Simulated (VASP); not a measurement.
Data:

```xyz
4
Lattice="3.5002 0.0000 0.0000 -1.7501 3.0312 0.0000 0.0000 0.0000 8.6631" Properties=species:S:1:pos:R:3 pbc="T T T"
Zr     0.0000     2.0208     0.3193
Zr     1.7501     1.0104     4.6509
Se     0.0000     2.0208     2.9293
Se     1.7501     1.0104     7.2608
```

All values below come from PBEsol GGA, VASP's PBE PAW potentials (set 64) (plane waves; VASP). Run with 400 eV cut-off, 8×8×3 Γ-centred mesh, tetrahedra with Blöchl corrections, potentials Zr_sv Se.

Problem. Predict the energy per atom (σ→0).

Solution. 
```
Property                       Result
---------------------  --------------
energy per atom (σ→0)  -7.335 eV/atom
```

The absolute energy has meaning only against runs of the same code, potentials and settings.

The structure was generated: ZrSe was put into the wurtzite type (P6_3mc), which need not be its known phase. It was relaxed first, which changed the volume by -42 %.
